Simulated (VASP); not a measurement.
Here is the system:

```
Tm
1.0
    1.77739    -3.07854     0.00000
    1.77739     3.07854     0.00000
    0.00000     0.00000     5.50227
Tm
2
Direct
  0.33333   0.66667   0.25000
  0.66667   0.33333   0.75000
```

Method: PW91 GGA, VASP's PBE PAW potentials (set 64) (plane waves; VASP). Numerical set-up: 520 eV cut-off, Gaussian smearing of 0.050 eV, potentials Tm_3.

The 4f electrons are frozen in the core of the lanthanide potential, so 4f levels, which can set the real gap, and their magnetism are missing.

Task: Predict the band gap (along the path) with the smallest direct gap where there is one.

Result: 
* **band gap (along the path)**: none (metal, semimetal or under 0.01 eV)

Total energies compare only between runs with the same potentials, cut-off and functional.

The compound is Tm in the hcp structure. It was relaxed first.
